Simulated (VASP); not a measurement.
Energy against volume of PdIn (CsCl type). These are RPBE GGA, VASP's PBE PAW potentials (set 64) (plane waves; VASP 6.6.1) values and carry that method's errors.

```csv
V (Å³/atom),E (eV/atom)
17.573,-3.85859
18.134,-3.87491
18.695,-3.87888
19.256,-3.87262
19.816,-3.85817
```

Task: Fit a third-order Birch-Murnaghan equation of state.

Result: 
| Property | Result |
|---|---|
| volume per atom | 18.61 Å^3/atom |
| bulk modulus | 98.7 GPa |
| pressure derivative of the bulk modulus | 5.72 |
| lattice constant a | 3.339 Å |

The compound is PdIn in the CsCl type structure. It was relaxed first, which changed the volume by +8 %.
